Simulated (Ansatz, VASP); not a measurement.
Hf2SnS2: VASP beside Ansatz

```
Hf Sn S
1.0
     4.12714    0.00000    0.00000
    -2.06357    3.57421    0.00000
     0.00000    0.00000    7.42958
Hf Sn S
2 1 2
Direct
  0.33333 0.66667 0.74907
  0.66667 0.33333 0.25093
  0.00000 0.00000 0.00000
  0.33333 0.66667 0.37789
  0.66667 0.33333 0.62211
```

Change from the starting cell: species swapped into the CaCd2As2 type (P-3m1, No. 164).

Alike in both runs: functional PBE; k mesh 12 × 12 × 6; occupations gaussian, width 0.1 eV; no spin polarisation.

Ansatz relaxed the structure, and its values are those at the end. VASP's run is a single point on that final structure, the one shown.

|  | VASP | Ansatz |
| --- | --- | --- |
| version | VASP 6.6.1 | Ansatz 0.2.0 |
| potentials or method | VASP PAW PBE potentials, release 64 (Hf_pv, Sn_d, S) | scalar-relativistic, plane waves, PAW |
| plane-wave cutoff (eV) | 520 | 420 |
| valence electrons in the cell | 46 | 78 |

|  | VASP | Ansatz | Ansatz less VASP |
| --- | --- | --- | --- |
| gap on the k mesh at the Fermi level (eV) | none | none | - |
| pressure (GPa) | -0.5 | 0.0 | +0.52 |
| rms of the force components (eV/Å) | 0.015 | 0.001 | -0.0142 |

A gap of «none» marks a metal or a gap that the smearing closes. The two sets of potentials don't hold the same shells in valence.

The runs have no spin-orbit coupling, so splittings on Hf are missing.
